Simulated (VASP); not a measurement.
Data:

```yaml
crystal:
  lattice:
    - [0.00000, 3.08764, 3.08764]
    - [3.08764, 0.00000, 3.08764]
    - [3.08764, 3.08764, 0.00000]
  atoms:
    - { symbol: Ga, position: [0.00000, 0.00000, 0.00000] }
    - { symbol: Sb, position: [0.25000, 0.25000, 0.25000] }
```

These are TPSS meta-GGA, VASP's PBE PAW potentials (set 64) (plane waves; VASP) values and carry that method's errors. Settings: 520 eV cut-off, 9×9×9 Γ-centred mesh, first-order Methfessel-Paxton smearing of 0.10 eV, potentials Ga_d Sb.

Unless said otherwise, spin-orbit coupling is left out, though it shifts the bands of the heavy elements here.

**Question.** What does the run give for the energy per atom (σ→0), band gap (on the k-mesh) with the smallest direct gap where there is one?

**Answer.** 
* **band gap (on the k-mesh)**: none (metal, semimetal or under 0.01 eV)
* **energy per atom (σ→0)**: -11.594 eV/atom

The compound is GaSb in the zinc blende structure. It was relaxed first. The start is the result of an earlier pass.
